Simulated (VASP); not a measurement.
Calculation: vdW-DF-cx, VASP's PBE PAW potentials (set 64) (plane waves; VASP).

A VASP calculation is set up with these files.

File POSCAR:
```
CuZn
1
    2.9226326660     0.0000000000     0.0000000000
    0.0000000000     2.9226326660     0.0000000000
    0.0000000000     0.0000000000     2.9226326660
Zn Cu
1 1
Direct
  0.5000000000   0.5000000000   0.5000000000
  0.0000000000   0.0000000000   0.0000000000
```

### INCAR
```
AGGAC = 0.0
ALGO = Normal
EDIFF = 1E-7
ENCUT = 520
GGA = CX
ICHARG = 11
ISMEAR = 0
LASPH = .TRUE.
LCHARG = .FALSE.
LMAXMIX = 4
LORBIT = 11
LREAL = .FALSE.
LUSE_VDW = .TRUE.
LWAVE = .FALSE.
NELM = 100
PREC = Accurate
SIGMA = 0.05
SYSTEM = CuZn
```

### KPOINTS
```
k-points along high-symmetry lines
15
Line-mode
Reciprocal
  0.000000   0.000000   0.000000 ! GAMMA
  0.000000   0.500000   0.000000 ! X

  0.000000   0.500000   0.000000 ! X
  0.500000   0.500000   0.000000 ! M

  0.500000   0.500000   0.000000 ! M
  0.000000   0.000000   0.000000 ! GAMMA

  0.000000   0.000000   0.000000 ! GAMMA
  0.500000   0.500000   0.500000 ! R

  0.500000   0.500000   0.500000 ! R
  0.000000   0.500000   0.000000 ! X

  0.500000   0.500000   0.500000 ! R
  0.500000   0.500000   0.000000 ! M
```

POTCAR, in this order: Zn Cu (PBE.64 set). Program: vasp_std. Read from the step before: CHGCAR.

The run wrote:

### OUTCAR
```
 ion  position               nearest neighbor table
   1  0.500  0.500  0.500-   2 2.53   2 2.53   2 2.53   2 2.53   2 2.53   2 2.53   2 2.53   2 2.53
  LATTYP: Found a simple cubic cell.
 ALAT       =     2.9226326660
 Subroutine PRICEL returns:
 Original cell was already a primitive cell.
 Subroutine GETGRP returns: Found 48 space group operations
The static configuration has the point symmetry O_h .
The dynamic configuration has the point symmetry O_h .
 Subroutine INISYM returns: Found 48 space group operations
   k-points           NKPTS =     90   k-points in BZ     NKDIM =     90   number of bands    NBANDS=     15
   number of dos      NEDOS =    301   number of ions     NIONS =      2
   total plane-waves  NPLWV =  13824
   dimension x,y,z NGX =    24 NGY =   24 NGZ =   24
   dimension x,y,z NGXF=    48 NGYF=   48 NGZF=   48
   ions per type =               1   1
   PREC   = accura    normal or accurate (medium, high low for compatibility)
   ISTART =      0    job   : 0-new  1-cont  2-samecut
   ICHARG =     11    charge: 1-file 2-atom 10-const
   ISPIN  =      1    spin polarized calculation?
   LNONCOLLINEAR =      F non collinear calculations
   LSORBIT =      F    spin-orbit coupling
   INIWAV =      1    electr: 0-lowe 1-rand  2-diag
   ENCUT  =  520.0 eV  38.22 Ry    6.18 a.u.   5.43  5.43  5.43*2*pi/ulx,y,z
   NELM   =    100;   NELMIN=  2; NELMDL= -5     # of ELM steps
   EDIFF  = 0.1E-06   stopping-criterion for ELM
   LREAL  =      F    real-space projection
   NLSPLINE    = F    spline interpolate recip. space projectors
   LMAXMIX     =    4 max onsite mixed and CHGCAR
   VOSKOWN=      0    Vosko Wilk Nusair interpolation
   EDIFFG = 0.1E-05   stopping-criterion for IOM
   NSW    =      0    number of steps for IOM
   NBLOCK =      1;   KBLOCK =      1    inner block; outer block
   IBRION =     -1    ionic relax: 0-MD 1-quasi-New 2-CG
   NFREE  =      0    steps in history (QN), initial steepest desc. (CG)
   ISIF   =      2    stress and relaxation
   ISYM   =      2    0-nonsym 1-usesym 2-fastsym
   TEIN   =    0.0    initial temperature
   TEBEG  =    0.0;   TEEND  =   0.0 temperature during run
   SMASS  =  -3.00    Nose mass-parameter (am)
   PSTRESS=    0.0 pullay stress
   NELECT =      23.0000    total number of electrons
   EFERMI =   0.00;   METHOD = LEGACY
   ISMEAR =     0;   SIGMA  =   0.05  broadening in eV -4-tet -1-fermi 0-gaus
   IALGO  =     38    algorithm
   LDIAG  =      T    sub-space diagonalisation (order eigenvalues)
   IMIX   =      4    mixing-type and parameters
     AMIX     =   0.40;   BMIX     =  1.00
     AMIX_MAG =   1.60;   BMIX_MAG =  1.00
     AMIN     =   0.10
   GGA     = CX    functional components
   VOSKOWN =     0    Vosko Wilk Nusair interpolation
   LHFCALC =     F    Hartree Fock is set to
   LHFONE  =     F    Hartree Fock one center treatment
   AEXX    =    0.0000 exact exchange contribution
   LUSE_VDW   =     T    switch on vdW DFT
   IVDW    =     0    specifies the selected vdW correction
   LEPSILON=     F    determine dielectric tensor
   LRPA    =     F    only Hartree local field effects (RPA)
  energy-cutoff  :      520.00
  volume of cell :       24.96
      direct lattice vectors                 reciprocal lattice vectors
     2.922632666  0.000000000  0.000000000     0.342157265  0.000000000  0.000000000
     0.000000000  2.922632666  0.000000000     0.000000000  0.342157265  0.000000000
     0.000000000  0.000000000  2.922632666     0.000000000  0.000000000  0.342157265
 k-point     1 :   0.0000 0.0000 0.0000  plane waves:     691
 k-point     2 :   0.0000 0.0357 0.0000  plane waves:     691
 k-point     3 :   0.0000 0.0714 0.0000  plane waves:     687
 k-point     4 :   0.0000 0.1071 0.0000  plane waves:     679
 k-point     5 :   0.0000 0.1429 0.0000  plane waves:     675
 k-point     6 :   0.0000 0.1786 0.0000  plane waves:     675
 k-point     7 :   0.0000 0.2143 0.0000  plane waves:     675
 k-point     8 :   0.0000 0.2500 0.0000  plane waves:     671
 k-point     9 :   0.0000 0.2857 0.0000  plane waves:     679
 k-point    10 :   0.0000 0.3214 0.0000  plane waves:     679
...
```

File OSZICAR:
```
       N       E                     dE             d eps       ncg     rms          rms(c)
DAV:   1     0.117144921265E+03    0.11714E+03   -0.11638E+04  2764   0.260E+03
DAV:   2     0.464577144282E+01   -0.11250E+03   -0.10911E+03  2714   0.327E+02
DAV:   3     0.149362265778E+01   -0.31521E+01   -0.31466E+01  3358   0.722E+01
DAV:   4     0.147198479556E+01   -0.21638E-01   -0.21636E-01  3260   0.531E+00
DAV:   5     0.147167105950E+01   -0.31374E-03   -0.31373E-03  3512   0.648E-01
DAV:   6     0.147166197798E+01   -0.90815E-05   -0.90814E-05  3341   0.924E-02
DAV:   7     0.147166157353E+01   -0.40445E-06   -0.40419E-06  3461   0.201E-02
DAV:   8     0.147166155686E+01   -0.16677E-07   -0.17102E-07  2992   0.374E-03
   1 F= 0.14716616E+01 E0= 0.14725072E+01  d E =-.169124E-02
```

**OUTCAR**
```
 val. band max:        7.1490471726   @ k =   0.2500   0.2500   0.0000

 cond. band min:       7.4298788669   @ k =   0.5000   0.5000   0.0000



 k-point     1 :       0.0000    0.0000    0.0000
  band No.  band energies     occupation
      1      -4.9154      2.00000
      2      -2.3365      2.00000
      3      -2.3365      2.00000
      4      -1.6071      2.00000
      5      -1.6071      2.00000
      6      -1.6071      2.00000
      7       1.9494      2.00000
      8       1.9494      2.00000
      9       2.8162      2.00000
     10       2.8162      2.00000
     11       2.8162      2.00000
     12      11.8899      0.00000
     13      11.8899      0.00000
     14      11.8899      0.00000
     15      17.0730      0.00000

 k-point     2 :       0.0000    0.0357    0.0000
  band No.  band energies     occupation
      1      -4.8919      2.00000
      2      -2.3336      2.00000
      3      -2.3312      2.00000
      4      -1.6093      2.00000
      5      -1.6093      2.00000
      6      -1.6060      2.00000
      7       1.9478      2.00000
      8       1.9517      2.00000
      9       2.8079      2.00000
     10       2.8079      2.00000
     11       2.8152      2.00000
     12      11.6384      0.00000
     13      11.9260      0.00000
     14      11.9260      0.00000
     15      17.0852      0.00000

 k-point     3 :       0.0000    0.0714    0.0000
  band No.  band energies     occupation
      1      -4.8215      2.00000
      2      -2.3250      2.00000
      3      -2.3157      2.00000
      4      -1.6156      2.00000
      5      -1.6156      2.00000
      6      -1.6028      2.00000
      7       1.9433      2.00000
      8       1.9584      2.00000
      9       2.7836      2.00000
     10       2.7836      2.00000
     11       2.8123      2.00000
     12      11.0024      0.00000
     13      12.0339      0.00000
     14      12.0339      0.00000
     15      17.1222      0.00000

...
```

The density is held fixed in this step, so its total energy and stress have no physical meaning.

The compound is CuZn in the CsCl type structure. It was relaxed first. The electron count is odd and the run is not spin-polarised, which forces a metal.
